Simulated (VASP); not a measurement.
Given:

```
CELL_PARAMETERS angstrom
      0.00000     2.97478     2.97478
      2.97478     0.00000     2.97478
      2.97478     2.97478     0.00000
ATOMIC_POSITIONS crystal
  Pb 0.00000 0.00000 0.00000
  F  0.25000 0.25000 0.25000
  F  0.75000 0.75000 0.75000
```

Computed with modified Becke-Johnson potential (mBJ) with spin-orbit coupling, VASP's PBE PAW potentials (set 64) (plane waves; VASP). Settings: 450 eV cut-off, 6×6×6 Γ-centred mesh, Gaussian smearing of 0.050 eV, potentials Pb_d F.

mBJ is a potential without an energy functional, so only the levels count.

Predict the band gap (over mesh and band path) with the smallest direct gap where there is one.

The band gap (over mesh and band path) is 5.50 eV and the smallest direct gap (over mesh and band path) comes out as 5.57 eV.

The absolute energy has meaning only against runs of the same code, potentials and settings.

The compound is PbF2 in the fluorite structure, the β form. It was relaxed first. The cell's shape comes from a PBE relaxation.
